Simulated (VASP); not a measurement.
```yaml
crystal:
  lattice:
    - [-2.60615, 2.60615, 2.60615]
    - [2.60615, -2.60615, 2.60615]
    - [2.60615, 2.60615, -2.60615]
  atoms:
    - { symbol: K, position: [0.00000, 0.00000, 0.00000] }
```

Level of theory: PBEsol GGA, VASP's PBE PAW potentials (set 64) (plane waves; VASP). Numerical set-up: 400 eV cut-off, 9×9×9 Γ-centred mesh, first-order Methfessel-Paxton smearing of 0.10 eV, potentials K_sv.

**Question.** What does the run give for the energy per atom (σ→0), band gap (on the k-mesh) with the smallest direct gap where there is one?

**Answer.** 
* **band gap (on the k-mesh)**: none (metal, semimetal or under 0.01 eV)
* **energy per atom (σ→0)**: -1.136 eV/atom

The absolute energy has meaning only against runs of the same code, potentials and settings.

The compound is K in the bcc structure. It was relaxed first. The start is the result of an earlier pass.
